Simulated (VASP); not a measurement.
A convergence study with VASP on In (bct): one setting is varied, all else stays as given below, so the limit is that of these other settings.

```xyz
1
Lattice="-1.6250 1.6250 2.4750 1.6250 -1.6250 2.4750 1.6250 1.6250 -2.4750" Properties=species:S:1:pos:R:3 pbc="T T T"
In     0.0000     0.0000     0.0000
```

Method: PBE GGA, VASP's PBE PAW potentials (set 64) (plane waves; VASP 6.6.1). The tightest run used: 550 eV cut-off, 26×26×26 Γ-centred mesh, tetrahedra with Blöchl corrections, potentials In_d.

| setting | E (eV/atom) | pressure (GPa) | irreducible k-points |
|---|---|---|---|
| 3×3×3 mesh | -2.8413 | -2.20 | 6 |
| 4×4×4 mesh | -2.5938 | 3.08 | 13 |
| 5×5×5 mesh | -2.5402 | 3.10 | 18 |
| 6×6×6 mesh | -2.5812 | 1.84 | 30 |
| 7×7×7 mesh | -2.5501 | 1.96 | 40 |
| 8×8×8 mesh | -2.5428 | 2.21 | 59 |
| 9×9×9 mesh | -2.5495 | 2.27 | 75 |
| 10×10×10 mesh | -2.5508 | 2.09 | 102 |
| 11×11×11 mesh | -2.5470 | 2.10 | 126 |
| 12×12×12 mesh | -2.5494 | 2.14 | 163 |

**Question.** These are the cheaper rows. Estimate the results at 26×26×26 mesh, and how far the last row shown lies from them.

**Answer.** 
```json
[
 {"quantity": "E (eV/atom)", "tightest run": "-2.5516", "last row shown is off by": "0.0022"},
 {"quantity": "pressure (GPa)", "tightest run": "2.02", "last row shown is off by": "0.13"}
]
```

Left out are rungs that failed or repeat a setting and relaxations that didn't move; long series are thinned to 24 rows.

The compound is In in the bct structure. The cell was not relaxed at this level.
